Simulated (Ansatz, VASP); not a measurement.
One calculation of Be3ReH, two programs

```
Be Re H
1.0
     2.47910    0.00000    0.00000
     0.00000    3.13359    0.00000
     0.00000    0.00000   11.67936
Be Re H
6 2 2
Direct
  0.50000 0.50000 0.50000
  0.50000 0.00000 0.00000
  0.00000 0.00000 0.59745
  0.00000 0.50000 0.09204
  0.00000 0.00000 0.40255
  0.00000 0.50000 0.90796
  0.50000 0.50000 0.72532
  0.50000 0.50000 0.27468
  0.50000 0.00000 0.80378
  0.50000 0.00000 0.19622
```

Change from the starting cell: the structure that the rattled cell fell into.

Alike in both runs: functional PBE; k mesh 8 × 6 × 2; occupations gaussian, width 0.1 eV; no spin polarisation.

Ansatz relaxed the structure, and its values are those at the end. VASP's run is a single point on that final structure, the one shown.

```csv
,VASP,Ansatz
version,VASP 6.6.1,Ansatz 0.2.0
potentials or method,"VASP PAW PBE potentials, release 64 (Be, Re, H)","scalar-relativistic, plane waves, PAW"
plane-wave cutoff (eV),520,420
valence electrons in the cell,28,44
```

```tsv
	VASP	Ansatz	Ansatz less VASP
gap on the k mesh at the Fermi level (eV)	none	none	-
pressure (GPa)	0.0	0.0	-0.08
rms of the force components (eV/Å)	0.016	0.006	-0.0099
```

A gap of «none» marks a metal or a gap that the smearing closes. The functional is the same, so the differences come from potentials, cutoffs and numerics. The two sets of potentials don't hold the same shells in valence.

The runs have no spin-orbit coupling, so splittings on Re are missing.
